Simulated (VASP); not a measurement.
Calculation: TPSS meta-GGA, VASP's PBE PAW potentials (set 64) (plane waves; VASP).

VASP input:

INCAR:
```
ALGO = Normal   # blocked Davidson
LMAXMIX = 4   # l cut-off of mixed one-centre charges
LMIXTAU = T
ISIF = 2
SYSTEM = In
NELM = 100
ISMEAR = -5
LORBIT = 11   # lm-projected
LREAL = F
METAGGA = TPSS
LWAVE = F
EDIFF = 1E-7   # SCF stop (eV)
NEDOS = 601
LCHARG = F
LASPH = T   # aspherical one-centre terms
PREC = Accurate
ENCUT = 520   # plane-wave cut-off (eV)
```

**KPOINTS_OPT**
```
k-points along high-symmetry lines
6
Line-mode
Reciprocal
  0.000000   0.000000   0.000000 ! GAMMA
 -0.000000   0.000000   0.500000 ! X

 -0.000000   0.000000   0.500000 ! X
  0.250000   0.250000   0.250000 ! P

  0.250000   0.250000   0.250000 ! P
  0.000000   0.500000  -0.000000 ! N

  0.000000   0.500000  -0.000000 ! N
  0.000000   0.000000   0.000000 ! GAMMA

  0.000000   0.000000   0.000000 ! GAMMA
  0.500000   0.500000  -0.500000 ! M

  0.500000   0.500000  -0.500000 ! M
  0.357770   0.642230  -0.357770 ! S

 -0.357770   0.357770   0.357770 ! S_0
  0.000000   0.000000   0.000000 ! GAMMA

 -0.000000   0.000000   0.500000 ! X
 -0.215539   0.215539   0.500000 ! R

  0.500000   0.500000  -0.215539 ! G
  0.500000   0.500000  -0.500000 ! M
```

**POSCAR**
```
In
1.0
 -1.6172777018   1.6172777018   2.4828849973
  1.6172777018  -1.6172777018   2.4828849973
  1.6172777018   1.6172777018  -2.4828849973
In
1
Direct
  0.0000000000   0.0000000000   0.0000000000
```

KPOINTS:
```
kpoints
0
G
 18 18 18
```

POTCAR, in this order: In_d (PBE.64 set). Program: vasp_std.

What VASP printed:

**OSZICAR**
```
       N       E                     dE             d eps       ncg     rms          rms(c)
DAV:   1     0.704348314758E+02    0.70435E+02   -0.68458E+03  9654   0.176E+03
DAV:   2    -0.812689187982E+01   -0.78562E+02   -0.77490E+02  9682   0.339E+02
DAV:   3    -0.128077506901E+02   -0.46809E+01   -0.46640E+01 11302   0.112E+02
DAV:   4    -0.129234878287E+02   -0.11574E+00   -0.11568E+00 11770   0.191E+01
DAV:   5    -0.129277650744E+02   -0.42772E-02   -0.42775E-02 12584   0.321E+00    0.338E+00
DAV:   6    -0.106364057401E+02    0.22914E+01   -0.53753E+00  9600   0.484E+01    0.913E-01
DAV:   7    -0.106481529675E+02   -0.11747E-01   -0.21870E-01  9992   0.522E+00    0.664E-01
DAV:   8    -0.107292920737E+02   -0.81139E-01   -0.11866E-01  9720   0.510E+00    0.587E-01
DAV:   9    -0.107581314941E+02   -0.28839E-01   -0.22547E-02  9860   0.186E+00    0.126E-01
DAV:  10    -0.107609857662E+02   -0.28543E-02   -0.47582E-03 10024   0.875E-01    0.130E-01
DAV:  11    -0.107625109592E+02   -0.15252E-02   -0.23581E-03 10086   0.946E-01    0.121E-01
DAV:  12    -0.107625435902E+02   -0.32631E-04   -0.33051E-05 10932   0.902E-02    0.933E-02
DAV:  13    -0.107625337832E+02    0.98070E-05   -0.37756E-06 11002   0.446E-02    0.477E-02
DAV:  14    -0.107625492847E+02   -0.15501E-04   -0.19741E-05 10710   0.106E-01    0.966E-03
DAV:  15    -0.107625494001E+02   -0.11536E-06   -0.45283E-07 10158   0.136E-02    0.598E-03
DAV:  16    -0.107625495103E+02   -0.11019E-06   -0.25764E-07 10406   0.119E-02    0.272E-03
DAV:  17    -0.107625492955E+02    0.21476E-06   -0.45453E-08  6812   0.180E-03    0.312E-04
DAV:  18    -0.107625492982E+02   -0.27419E-08   -0.42831E-09  5166   0.118E-03
   1 F= -.10762549E+02 E0= -.10762549E+02  d E =0.000000E+00
       N       E                     dE             ncg
```

File OUTCAR:
```
------------------------ aborting loop because EDIFF is reached ----------------------------------------
  FORCE on cell =-STRESS in cart. coord.  units (eV):
  Direction    XX          YY          ZZ          XY          YZ          ZX
  --------------------------------------------------------------------------------------
  Total        0.0433855      0.0433855     -0.0270452      0.0000000      0.0000000      0.0000000
  in kB        2.6758964      2.6758964     -1.6680711      0.0000000      0.0000000      0.0000000
  external PRESSURE =       1.2279072 kB  Pullay stress =       0.0000000 kB
  volume of cell :       25.98
      direct lattice vectors                 reciprocal lattice vectors
    -1.617277702  1.617277702  2.482884997     0.000000000  0.309161500  0.201378638
     1.617277702 -1.617277702  2.482884997     0.309161500  0.000000000  0.201378638
     1.617277702  1.617277702 -2.482884997     0.309161500  0.309161500  0.000000000
 POSITION                                       TOTAL-FORCE (eV/Angst)
 -----------------------------------------------------------------------------------
      0.00000      0.00000      0.00000         0.000000     -0.000000     -0.000000
 -----------------------------------------------------------------------------------
    total drift:                               -0.000000      0.000000      0.000000
  FREE ENERGIE OF THE ION-ELECTRON SYSTEM (eV)
  ---------------------------------------------------
  free  energy   TOTEN  =       -10.7625492982 eV

  energy  without entropy=      -10.7625492982  energy(sigma->0) =      -10.76254930

 total charge

# of ion       s       p       d       tot
------------------------------------------
    1        0.919   0.487   9.845  11.251
```
(Selected blocks of OUTCAR.)

For a metal the tetrahedron method with Blöchl corrections gives inexact stress and forces.

The compound is In in the bct structure. It was relaxed first.
